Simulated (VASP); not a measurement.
A convergence study with VASP on SnO2 (space group P4_2/mnm): one setting is varied, all else stays as given below, so the limit is that of these other settings.

```yaml
crystal:
  lattice:
    - [4.72578, 0.00000, 0.00000]
    - [0.00000, 4.72578, 0.00000]
    - [0.00000, 0.00000, 3.18043]
  atoms:
    - { symbol: Sn, position: [0.00000, 0.00000, 0.00000] }
    - { symbol: Sn, position: [0.50000, 0.50000, 0.50000] }
    - { symbol: O, position: [0.30700, 0.30700, 0.00000] }
    - { symbol: O, position: [0.80700, 0.19300, 0.50000] }
    - { symbol: O, position: [0.19300, 0.80700, 0.50000] }
    - { symbol: O, position: [0.69300, 0.69300, 0.00000] }
```

The numbers are results of PBE GGA, VASP's PBE PAW potentials (set 64) (plane waves; VASP), not measurements. The tightest run used: 400 eV cut-off, 7×7×10 Γ-centred mesh, Gaussian smearing of 0.010 eV, potentials Sn_d O.

**Question.** The settings run are 2×2×3 mesh; 3×3×4 mesh; 4×4×5 mesh; 5×5×7 mesh; 6×6×8 mesh; 7×7×10 mesh. From which on does the mean ε∞ stay within 0.3  of the tightest run?

**Answer.** From 4×4×5 mesh on: it is off by 0.14 there and by no more than 0.3 in any finer run, while 3×3×4 mesh is off by 0.45.
```csv
setting,mean ε∞,irreducible k-points,difference judged ()
2×2×3 mesh,6.03,6,1.73
3×3×4 mesh,4.75,9,0.45
4×4×5 mesh,4.44,18,0.14
5×5×7 mesh,4.34,24,0.03
6×6×8 mesh,4.31,50,0.01
7×7×10 mesh,4.30,60,0.00
```

Left out are rungs that failed or repeat a setting and relaxations that didn't move; long series are thinned to 24 rows.

The structure is a typed SnO2 crystal (space group no. 136). The cell was not relaxed at this level, forces remain on its atoms.
